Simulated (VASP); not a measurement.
```
CELL_PARAMETERS angstrom
      2.81365     0.00000     0.00000
      0.00000     2.81365     0.00000
      0.00000     0.00000     2.81365
ATOMIC_POSITIONS crystal
  Al 0.50000 0.50000 0.50000
  Ni 0.00000 0.00000 0.00000
```

Computed with PBEsol GGA, VASP's PBE PAW potentials (set 64) (plane waves; VASP 6.6.1). Settings: 500 eV cut-off, 13×13×13 Γ-centred mesh, first-order Methfessel-Paxton smearing of 0.10 eV, potentials Al Ni.

Energy and stress use the plane-wave basis of the starting cell.

Task: The ions, cell shape and volume at an external pressure of 20.0 GPa are relaxed. Which structure does the run end with?

Result: 
```
CELL_PARAMETERS angstrom
      2.77458     0.00000     0.00000
      0.00000     2.77458     0.00000
      0.00000     0.00000     2.77458
ATOMIC_POSITIONS crystal
  Al 0.50000 0.50000 0.50000
  Ni 0.00000 0.00000 0.00000
```
Space group Pm-3m (221), at a tolerance of 0.03 Å.

Task: How do energy and volume change from the first to the last step?

Result: The energy (σ→0) changes by +42.1 meV/atom and the volume by -4.1 %, in 3 ionic steps.

| step | E(σ→0) (eV) | max force (eV/Å) | pressure (GPa) | volume (Å³) |
|---|---|---|---|---|
| 1 | -11.5561 | 0.000 | 10.00 | 22.27 |
| 2 | -11.2527 | 0.000 | 37.10 | 20.11 |
| 3 | -11.4719 | 0.000 | 19.81 | 21.36 |

The compound is NiAl in the CsCl type structure. This run relaxes it under an external pressure of 20 GPa. Symmetry was kept, so distortions that lower it aren't found. The run is not spin-polarised, so no magnetic state was tried. The electron count is odd and the run is not spin-polarised, which forces a metal.
